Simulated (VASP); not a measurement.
An input for Quantum ESPRESSO's pw.x (written as the equivalent of a VASP run, and not itself run):

```
&CONTROL
  calculation = 'scf'
  pseudo_dir = './pseudo'
  outdir = './out'
  tprnfor = .true.
  tstress = .false.
/
&SYSTEM
  ibrav = 0
  nat = 2
  ntyp = 2
  ecutwfc = 102
  occupations = 'smearing'
  smearing = 'gaussian'
  degauss = 0.003675
  input_dft = 'hse'
  nqx1 = 8
  nqx2 = 8
  nqx3 = 8
  screening_parameter = 0.1058
/
&ELECTRONS
  conv_thr = 7.3e-08
  electron_maxstep = 60
/
ATOMIC_SPECIES
  Cd 112.414 Cd.upf
  O 15.999 O.upf
CELL_PARAMETERS angstrom
     0.0000000    2.3668963    2.3668963
     2.3668963    0.0000000    2.3668963
     2.3668963    2.3668963    0.0000000
ATOMIC_POSITIONS crystal
  Cd   0.0000000  0.0000000  0.0000000
  O    0.5000000  0.5000000  0.5000000
K_POINTS automatic
  8 8 8 0 0 0
```

### Question
Translate this input to VASP (INCAR, KPOINTS, POSCAR, choice of POTCAR).

### Answer
This is not unique; one that fits is 
**KPOINTS**
```
kpoints
0
G
 8 8 8
0 0 0
```

### POSCAR
```
CdO
1
    0.0000000000     2.3668962618     2.3668962618
    2.3668962618     0.0000000000     2.3668962618
    2.3668962618     2.3668962618     0.0000000000
Cd O
1 1
Direct
  0.0000000000   0.0000000000   0.0000000000
  0.5000000000   0.5000000000   0.5000000000
```

### INCAR
```
# general
SYSTEM  =CdO
PREC    =Accurate
ENCUT   =520
LREAL   =F   # projection in real space or not
LASPH   =T
ISYM    =3

# electronic loop
EDIFF   =1E-6
NELM    =60
ALGO    =Normal   # blocked Davidson
LMAXMIX =4   # l cut-off of mixed one-centre charges

# smearing
ISMEAR  =0   # Gaussian
SIGMA   =0.05

# functional
GGA     =PE   # PBE
LHFCALC =T
AEXX    =0.25
HFSCREEN=0.2
PRECFOCK=Fast

# ions
ISIF    =2   # forces and stress, cell fixed

# output
LWAVE   =F
LCHARG  =F
```

POTCAR, in this order: Cd O (PBE.64 set). Program: vasp_std. Read from the step before: WAVECAR.

The two are equivalent in intent, not identical: the potentials are each code's own (VASP's PAW set, PseudoDojo norm-conserving files in pw.x), so ENCUT and ecutwfc are chosen apart and not converted; conv_thr bounds pw.x's estimated SCF error, while EDIFF bounds the energy change between steps.

The compound is CdO in the rock salt structure. This cell is one point of a volume scan, at 0.97 of the reference volume.
